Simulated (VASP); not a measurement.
Output of a VASP run:

File OUTCAR:
```
 ion  position               nearest neighbor table
   1  0.333  0.667  0.250-   3 1.47   3 1.47   3 1.47
   2  0.667  0.333  0.750-   4 1.47   4 1.47   4 1.47
   3  0.667  0.333  0.250-   1 1.47   1 1.47   1 1.47
   4  0.333  0.667  0.750-   2 1.47   2 1.47   2 1.47
  LATTYP: Found a hexagonal cell.
 ALAT       =     2.5540807246
 C/A-ratio  =     2.6597436544
 Subroutine PRICEL returns:
 Original cell was already a primitive cell.
 Subroutine GETGRP returns: Found 24 space group operations
The static configuration has the point symmetry D_3d.
 The point group associated with its full space group is D_6h.
The dynamic configuration has the point symmetry D_3d.
 Subroutine INISYM returns: Found 24 space group operations
 Subroutine IBZKPT returns following result:
 Found     24 irreducible k-points:

 Following reciprocal coordinates:
            Coordinates               Weight
  0.000000  0.000000  0.000000      1.000000
  0.111111  0.000000  0.000000      6.000000
  0.222222  0.000000  0.000000      6.000000
  0.333333  0.000000  0.000000      6.000000
  0.444444  0.000000  0.000000      6.000000
  0.111111  0.111111  0.000000      6.000000
  0.222222  0.111111  0.000000     12.000000
  0.333333  0.111111  0.000000     12.000000
  0.444444  0.111111  0.000000      6.000000
  0.222222  0.222222  0.000000      6.000000
  0.333333  0.222222  0.000000     12.000000
  0.333333  0.333333  0.000000      2.000000
  0.000000  0.000000  0.333333      2.000000
  0.111111  0.000000  0.333333     12.000000
  0.222222  0.000000  0.333333     12.000000
  0.333333  0.000000  0.333333     12.000000
  0.444444  0.000000  0.333333     12.000000
  0.111111  0.111111  0.333333     12.000000
  0.222222  0.111111  0.333333     24.000000
  0.333333  0.111111  0.333333     24.000000
  0.444444  0.111111  0.333333     12.000000
  0.222222  0.222222  0.333333     12.000000
  0.333333  0.222222  0.333333     24.000000
  0.333333  0.333333  0.333333      4.000000
   k-points           NKPTS =     24   k-points in BZ     NKDIM =     24   number of bands    NBANDS=     12
   number of dos      NEDOS =    301   number of ions     NIONS =      4
   total plane-waves  NPLWV =  21600
   dimension x,y,z NGX =    20 NGY =   20 NGZ =   54
   dimension x,y,z NGXF=    40 NGYF=   40 NGZF=  108
   ions per type =               2   2
   PREC   = accura    normal or accurate (medium, high low for compatibility)
   ISTART =      0    job   : 0-new  1-cont  2-samecut
   ICHARG =      2    charge: 1-file 2-atom 10-const
   ISPIN  =      1    spin polarized calculation?
   LNONCOLLINEAR =      F non collinear calculations
   LSORBIT =      F    spin-orbit coupling
   INIWAV =      1    electr: 0-lowe 1-rand  2-diag
   ENCUT  =  520.0 eV  38.22 Ry    6.18 a.u.   4.75  4.75 12.63*2*pi/ulx,y,z
   NELM   =    100;   NELMIN=  2; NELMDL= -5     # of ELM steps
   EDIFF  = 0.1E-05   stopping-criterion for ELM
   LREAL  =      F    real-space projection
   NLSPLINE    = F    spline interpolate recip. space projectors
   LMAXMIX     =    2 max onsite mixed and CHGCAR
   VOSKOWN=      0    Vosko Wilk Nusair interpolation
   EDIFFG = 0.1E-04   stopping-criterion for IOM
   NSW    =      0    number of steps for IOM
   NBLOCK =      1;   KBLOCK =      1    inner block; outer block
   IBRION =     -1    ionic relax: 0-MD 1-quasi-New 2-CG
   NFREE  =      0    steps in history (QN), initial steepest desc. (CG)
   ISIF   =      2    stress and relaxation
   ISYM   =      2    0-nonsym 1-usesym 2-fastsym
   TEIN   =    0.0    initial temperature
   TEBEG  =    0.0;   TEEND  =   0.0 temperature during run
   SMASS  =  -3.00    Nose mass-parameter (am)
   PSTRESS=    0.0 pullay stress
   NELECT =      16.0000    total number of electrons
   EFERMI =   0.00;   METHOD = LEGACY
   ISMEAR =     2;   SIGMA  =   0.20  broadening in eV -4-tet -1-fermi 0-gaus
   IALGO  =     38    algorithm
   LDIAG  =      T    sub-space diagonalisation (order eigenvalues)
...
```

File OSZICAR:
```
       N       E                     dE             d eps       ncg     rms          rms(c)
DAV:   1     0.633431463192E+02    0.63343E+02   -0.82304E+03   576   0.123E+03
DAV:   2    -0.335525565780E+02   -0.96896E+02   -0.89558E+02   864   0.256E+02
DAV:   3    -0.382637389959E+02   -0.47112E+01   -0.46755E+01   712   0.591E+01
DAV:   4    -0.383150287323E+02   -0.51290E-01   -0.51266E-01   724   0.698E+00
DAV:   5    -0.383157899891E+02   -0.76126E-03   -0.76119E-03   720   0.860E-01    0.108E+01
DAV:   6    -0.354034393783E+02    0.29124E+01   -0.79384E+00   652   0.228E+01    0.480E+00
DAV:   7    -0.351800089069E+02    0.22343E+00   -0.38826E-01   724   0.565E+00    0.302E+00
DAV:   8    -0.351092444980E+02    0.70764E-01   -0.27965E-01   696   0.399E+00    0.398E-01
DAV:   9    -0.351061103037E+02    0.31342E-02   -0.11095E-02   712   0.940E-01    0.170E-01
DAV:  10    -0.351070524717E+02   -0.94217E-03   -0.14037E-03   688   0.321E-01    0.402E-02
DAV:  11    -0.351071585021E+02   -0.10603E-03   -0.23354E-04   724   0.134E-01    0.272E-02
DAV:  12    -0.351071535962E+02    0.49059E-05   -0.52205E-05   684   0.640E-02    0.444E-03
DAV:  13    -0.351071539902E+02   -0.39404E-06   -0.19974E-06   636   0.133E-02
   1 F= -.35107154E+02 E0= -.35107359E+02  d E =0.821819E-03
```

OUTCAR:
```
------------------------ aborting loop because EDIFF is reached ----------------------------------------
  FORCE on cell =-STRESS in cart. coord.  units (eV):
  Direction    XX          YY          ZZ          XY          YZ          ZX
  --------------------------------------------------------------------------------------
  Total       -3.7880254     -3.7880282      0.4920364      0.0000000      0.0000000     -0.0000000
  in kB     -158.1427449   -158.1428645     20.5415690      0.0000000      0.0000000     -0.0000000
  external PRESSURE =     -98.5813468 kB  Pullay stress =       0.0000000 kB
  volume of cell :       38.38
      direct lattice vectors                 reciprocal lattice vectors
     1.277040000 -2.211899000  0.000000000     0.391530414 -0.226050104  0.000000000
     1.277040000  2.211899000  0.000000000     0.391530414  0.226050104  0.000000000
     0.000000000  0.000000000  6.793200000     0.000000000  0.000000000  0.147206030
  FREE ENERGIE OF THE ION-ELECTRON SYSTEM (eV)
  ---------------------------------------------------
  free  energy   TOTEN  =       -35.1071539902 eV

  energy  without entropy=      -35.1079758091  energy(sigma->0) =      -35.10735944
```
(Selected blocks of OUTCAR.)

File POSCAR:
```
BN
1
    1.2770400000    -2.2118990000     0.0000000000
    1.2770400000     2.2118990000     0.0000000000
    0.0000000000     0.0000000000     6.7932000000
B N
2 2
Direct
  0.3333330000   0.6666670000   0.2500000000
  0.6666670000   0.3333330000   0.7500000000
  0.6666670000   0.3333330000   0.2500000000
  0.3333330000   0.6666670000   0.7500000000
```

Task: Write an INCAR and KPOINTS that could have produced this output.

Result: One answer among several that fit: the input of the run itself, PBE GGA, plane waves, VASP's PBE PAW potentials (set 64).

INCAR:
```
! general
SYSTEM = BN
PREC   = Accurate
ENCUT  = 520
LREAL  = F
LASPH  = T   ! aspherical one-centre terms

! electronic loop
EDIFF  = 1E-6
NELM   = 100
ALGO   = Normal   ! blocked Davidson

! smearing
ISMEAR = 2
SIGMA  = 0.2

! functional
GGA    = PE   ! PBE

! ions
ISIF   = 2

! output
LWAVE  = F
LCHARG = F
```

KPOINTS:
```
K-points
0
G
  9 9 3
0 0 0
```

POTCAR, in this order: B N (PBE.64 set). Program: vasp_std.

The compound is BN in the hex structure. The cell was not relaxed at this level. The run is one of a series of settings (ISMEAR = 2, SIGMA = 0.2 against the base run), some of them coarse on purpose.
